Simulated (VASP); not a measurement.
Method: LDA (Ceperley-Alder, Perdew-Zunger), VASP's LDA PAW potentials (set 64) (plane waves; VASP).

VASP input:

### INCAR
```
! general
SYSTEM  = MgI2
PREC    = Accurate
ENCUT   = 400   ! plane-wave cut-off (eV)
LREAL   = .FALSE.
LASPH   = .TRUE.   ! aspherical one-centre terms

! electronic loop
EDIFF   = 1E-8   ! SCF stop (eV)
NELM    = 100   ! most electronic steps
ALGO    = Normal
LMAXMIX = 4   ! l cut-off of mixed one-centre charges

! smearing
ISMEAR  = 0
SIGMA   = 0.05   ! width (eV)

! ions
IBRION  = 1
NSW     = 30   ! most ionic steps
ISIF    = 2   ! forces and stress, cell fixed
EDIFFG  = -0.001

! output
LWAVE   = .FALSE.
LCHARG  = .FALSE.
```

**POSCAR**
```
MgI2
1.0
  2.0372276595  -3.5285814103   0.0000000000
  2.0372276595   3.5285814103   0.0000000000
  0.0000000000   0.0000000000   6.6830889578
Mg I
1 2
Cart
  0.0000000000   0.0000000000   0.0000000000
  2.0372276595   1.1761961558   1.6538917759
  2.0372276595  -1.1761961558   5.0291971819
```

File KPOINTS:
```
K-points
0
gamma
 6 6 3
0 0 0
```

POTCAR, in this order: Mg I (LDA.64 set). Program: vasp_std.

The run wrote:

File OUTCAR:
```
 ion  position               nearest neighbor table
   1  0.000  0.000  0.000-   2 2.88   3 2.88   3 2.88   2 2.88   3 2.88   2 2.88
   2  0.333  0.667  0.247-   1 2.88   1 2.88   1 2.88
   3  0.667  0.333  0.753-   1 2.88   1 2.88   1 2.88
  LATTYP: Found a hexagonal cell.
 ALAT       =     4.0744549704
 C/A-ratio  =     1.6402412117
 Subroutine PRICEL returns:
 Original cell was already a primitive cell.
 Subroutine GETGRP returns: Found 12 space group operations
The static configuration has the point symmetry D_3d.
The dynamic configuration has the point symmetry D_3d.
 Subroutine INISYM returns: Found 12 space group operations
 Subroutine IBZKPT returns following result:
 Found     17 irreducible k-points:

 Following reciprocal coordinates:
            Coordinates               Weight
  0.000000  0.000000  0.000000      1.000000
  0.166667 -0.000000  0.000000      6.000000
  0.333333  0.000000  0.000000      6.000000
  0.500000 -0.000000  0.000000      3.000000
  0.166667  0.166667  0.000000      6.000000
  0.333333  0.166667  0.000000     12.000000
  0.333333  0.333333  0.000000      2.000000
  0.000000  0.000000  0.333333      2.000000
  0.166667 -0.000000  0.333333      6.000000
 -0.000000  0.166667  0.333333      6.000000
  0.333333  0.000000  0.333333      6.000000
  0.000000  0.333333  0.333333      6.000000
  0.500000 -0.000000  0.333333      6.000000
  0.166667  0.166667  0.333333     12.000000
  0.333333  0.166667  0.333333     12.000000
 -0.166667  0.500000  0.333333     12.000000
  0.333333  0.333333  0.333333      4.000000
   k-points           NKPTS =     17   k-points in BZ     NKDIM =     17   number of bands    NBANDS=     12
   number of dos      NEDOS =    301   number of ions     NIONS =      3
   total plane-waves  NPLWV =  37632
   dimension x,y,z NGX =    28 NGY =   28 NGZ =   48
   dimension x,y,z NGXF=    56 NGYF=   56 NGZF=   96
...
```

File OSZICAR:
```
       N       E                     dE             d eps       ncg     rms          rms(c)
DAV:   1     0.658208195660E+02    0.65821E+02   -0.51448E+03   408   0.847E+02
DAV:   2    -0.447687133171E+01   -0.70298E+02   -0.66056E+02   584   0.140E+02
DAV:   3    -0.916507233809E+01   -0.46882E+01   -0.46777E+01   516   0.430E+01
DAV:   4    -0.925112854147E+01   -0.86056E-01   -0.86046E-01   548   0.724E+00
DAV:   5    -0.925213124872E+01   -0.10027E-02   -0.10027E-02   512   0.743E-01    0.445E+00
DAV:   6    -0.912953855627E+01    0.12259E+00   -0.12725E-01   436   0.191E+00    0.294E+00
DAV:   7    -0.909747696541E+01    0.32062E-01   -0.11868E-01   460   0.185E+00    0.534E-01
DAV:   8    -0.909470658621E+01    0.27704E-02   -0.10249E-02   460   0.602E-01    0.205E-01
DAV:   9    -0.909466065951E+01    0.45927E-04   -0.56363E-04   496   0.159E-01    0.861E-02
DAV:  10    -0.909465419645E+01    0.64631E-05   -0.27052E-05   500   0.399E-02    0.391E-02
DAV:  11    -0.909465316747E+01    0.10290E-05   -0.34074E-06   492   0.133E-02    0.250E-02
DAV:  12    -0.909465300182E+01    0.16564E-06   -0.41781E-07   480   0.425E-03    0.979E-03
DAV:  13    -0.909465299043E+01    0.11394E-07   -0.15477E-08   368   0.100E-03    0.777E-03
DAV:  14    -0.909465297343E+01    0.17004E-07   -0.15743E-07   452   0.229E-03    0.372E-03
DAV:  15    -0.909465296690E+01    0.65309E-08   -0.14387E-08   268   0.766E-04
   1 F= -.90946530E+01 E0= -.90946530E+01  d E =-.909465E+01
       N       E                     dE             d eps       ncg     rms          rms(c)
DAV:   1    -0.909465602333E+01   -0.30499E-05   -0.15099E-04   428   0.735E-02    0.523E-03
DAV:   2    -0.909465656935E+01   -0.54602E-06   -0.62283E-06   492   0.172E-02    0.215E-03
DAV:   3    -0.909465655854E+01    0.10811E-07   -0.66699E-08   468   0.234E-03    0.161E-03
DAV:   4    -0.909465655213E+01    0.64084E-08   -0.15109E-08   348   0.864E-04
   2 F= -.90946566E+01 E0= -.90946566E+01  d E =-.358524E-05
       N       E                     dE             d eps       ncg     rms          rms(c)
DAV:   1    -0.909465681144E+01   -0.25290E-06   -0.10031E-03   424   0.190E-01    0.137E-02
DAV:   2    -0.909466043820E+01   -0.36268E-05   -0.41579E-05   492   0.443E-02    0.537E-03
DAV:   3    -0.909466036567E+01    0.72537E-07   -0.44773E-07   460   0.605E-03    0.403E-03
DAV:   4    -0.909466032407E+01    0.41597E-07   -0.10387E-07   480   0.219E-03    0.174E-03
DAV:   5    -0.909466032242E+01    0.16444E-08   -0.17008E-08   308   0.881E-04
   3 F= -.90946603E+01 E0= -.90946603E+01  d E =-.377029E-05
```

OUTCAR:
```
------------------------ aborting loop because EDIFF is reached ----------------------------------------
  FORCE on cell =-STRESS in cart. coord.  units (eV):
  Direction    XX          YY          ZZ          XY          YZ          ZX
  --------------------------------------------------------------------------------------
  Total       -0.0192922     -0.0192922      0.0025216     -0.0000000      0.0000000      0.0000000
  in kB       -0.3216951     -0.3216950      0.0420469     -0.0000000      0.0000000      0.0000000
  external PRESSURE =      -0.2004477 kB  Pullay stress =       0.0000000 kB
  volume of cell :       96.08
      direct lattice vectors                 reciprocal lattice vectors
     2.037227660 -3.528581410  0.000000000     0.245431578 -0.141700004  0.000000000
     2.037227660  3.528581410  0.000000000     0.245431578  0.141700004  0.000000000
     0.000000000  0.000000000  6.683088958     0.000000000  0.000000000  0.149631406
 POSITION                                       TOTAL-FORCE (eV/Angst)
 -----------------------------------------------------------------------------------
      0.00000     -0.00000      0.00000        -0.000000      0.000000      0.000000
      2.03723      1.17620      1.65504         0.000000     -0.000000      0.000017
      2.03723     -1.17620      5.02805        -0.000000      0.000000     -0.000017
 -----------------------------------------------------------------------------------
    total drift:                               -0.000000     -0.000000      0.000000
  FREE ENERGIE OF THE ION-ELECTRON SYSTEM (eV)
  ---------------------------------------------------
  free  energy   TOTEN  =        -9.0946603224 eV

  energy  without entropy=       -9.0946603224  energy(sigma->0) =       -9.09466032

 reached required accuracy - stopping structural energy minimisation
```
(Selected blocks of OUTCAR.)

### CONTCAR
```
MgI2
   1.00000000000000
     2.0372276595000001   -3.5285814103000002    0.0000000000000000
     2.0372276595000001    3.5285814103000002    0.0000000000000000
     0.0000000000000000    0.0000000000000000    6.6830889577999999
  Mg              I
     1     2
Direct
     0.0000000000000000   -0.0000000000000000    0.0000000000000000
     0.3333330000000032    0.6666669999999968    0.2476454633492794
     0.6666669999999968    0.3333330000000032    0.7523545366507206
```

### OUTCAR
```
 val. band max:        2.8439837060   @ k =   0.0000   0.0000   0.0000

 cond. band min:       6.1506698690   @ k =   0.5000  -0.0000   0.3333


 Fermi energy:         3.0848045845

 k-point     1 :       0.0000    0.0000    0.0000
  band No.  band energies     occupation
      1      -9.6030      2.00000
      2      -8.7692      2.00000
      3      -1.1367      2.00000
      4       2.2996      2.00000
      5       2.2996      2.00000
      6       2.7382      2.00000
      7       2.7382      2.00000
      8       2.8440      2.00000
      9       6.4453      0.00000
     10       7.4150      0.00000
     11       9.4644      0.00000
     12       9.4644      0.00000

 k-point     2 :       0.1667   -0.0000    0.0000
  band No.  band energies     occupation
      1      -9.4421      2.00000
      2      -8.6866      2.00000
      3      -0.9110      2.00000
      4       1.1943      2.00000
      5       1.7620      2.00000
      6       1.9536      2.00000
      7       2.6751      2.00000
      8       2.7158      2.00000
      9       7.4057      0.00000
     10       8.0672      0.00000
     11       8.9412      0.00000
     12       9.8492      0.00000

 k-point     3 :       0.3333    0.0000    0.0000
  band No.  band energies     occupation
      1      -9.0528      2.00000
      2      -8.5418      2.00000
      3      -0.6308      2.00000
      4      -0.0851      2.00000
      5       0.5536      2.00000
      6       1.4684      2.00000
      7       2.2398      2.00000
      8       2.4357      2.00000
      9       6.7436      0.00000
     10       8.1313      0.00000
     11       8.4632      0.00000
     12       9.7784      0.00000

 k-point     4 :       0.5000   -0.0000    0.0000
  band No.  band energies     occupation
      1      -8.7745      2.00000
      2      -8.5243      2.00000
      3      -1.1111      2.00000
      4      -0.2663      2.00000
      5       0.6367      2.00000
      6       1.2718      2.00000
...
```

Unless said otherwise, spin-orbit coupling is left out, though it shifts the bands of the heavy elements here.

The compound is MgI2 in the 1T layered structure. This run relaxes the ions in a fixed cell. Symmetry was kept, so distortions that lower it aren't found. The start is the result of an earlier pass.
